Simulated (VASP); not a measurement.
CsPbCl3 (cubic perovskite):

```
CELL_PARAMETERS angstrom
      5.61000     0.00000     0.00000
      0.00000     5.61000     0.00000
      0.00000     0.00000     5.61000
ATOMIC_POSITIONS crystal
  Cs 0.00000 0.00000 0.00000
  Pb 0.50000 0.50000 0.50000
  Cl 0.50000 0.00000 0.50000
  Cl 0.00000 0.50000 0.50000
  Cl 0.50000 0.50000 0.00000
```

The highest filled band near R, direction [100], from PBE with spin-orbit coupling in VASP (PAW); its two spin partners are averaged. The gap over the points computed is 0.88 eV, and the next band on that side lies 2.21 eV away at the edge.

Settings: 400 eV cut-off, 5×5×5 Γ-centred mesh, Gaussian smearing of 0.050 eV, potentials Cs_sv Pb_d Cl.

| distance from the edge in k (1/Å) | distance in energy (meV) |
|---|---|
| 0.012 | 3.7 |
| 0.018 | 8.2 |
| 0.025 | 15.7 |
| 0.035 | 30.1 |
| 0.050 | 58.8 |
| 0.070 | 107.1 |

Question: Fit E(1 + αE) = ħ²k²/2m* (ħ²/2m0 = 3.810 eV Å²) and predict the row at 0.095 1/Å.

Answer: Least squares on the energies gives the hole mass m* = 0.147 m0 and α = 1.70 per eV, and so 178.8 meV. The run gave 177.2 meV, -1.6 meV from the fit.

Left out are points under 3 meV from the edge, since the levels carry 0.1 meV, and points farther than half the way to the next band.

The compound is CsPbCl3 in the cubic perovskite structure, the ideal cubic form; the compound distorts at low or room temperature. The cell was not relaxed at this level.
